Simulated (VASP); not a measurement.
The cell holds one Au (fcc) (100) slab, with vacuum along c, ions free to move until forces fall under 0.03 eV/Å, no reconstruction beyond this cell, dipole correction on.

Data:

```yaml
crystal:
  lattice:
    - [2.91734, 0.00000, 0.00000]
    - [0.00000, 2.91734, 0.00000]
    - [0.00000, 0.00000, 27.54539]
  atoms:
    - { symbol: Au, position: [0.00000, 0.50000, 0.31463] }
    - { symbol: Au, position: [0.50000, 0.00000, 0.38816] }
    - { symbol: Au, position: [0.00000, 0.50000, 0.46266] }
    - { symbol: Au, position: [0.50000, 0.00000, 0.53734] }
    - { symbol: Au, position: [0.00000, 0.50000, 0.61184] }
    - { symbol: Au, position: [0.50000, 0.00000, 0.68537] }
```

All values below come from r2SCAN meta-GGA, VASP's PBE PAW potentials (set 64) (plane waves; VASP 6.6.1). Settings: 400 eV cut-off, 9×9×1 Γ-centred mesh, first-order Methfessel-Paxton smearing of 0.10 eV, potentials Au.

Slab and bulk use different k-meshes, so the surface energy is good to a few per cent at best. Unless said otherwise, spin-orbit coupling is left out, though it shifts the bands of the heavy elements here.

The surface energy is 1.00 J/m^2 and the work function is 5.20 eV. The band gap (on the k-mesh) is none (metal, semimetal or under 0.01 eV).

Measured: work function 5.22 eV (computed value off by -0.02 eV), as given by Abhirup Patra et al., Proceedings of the National Academy of Sciences (2017), arXiv:1702.08515.

The cell is a thin slab with vacuum, built from Au (fcc): (100) face.
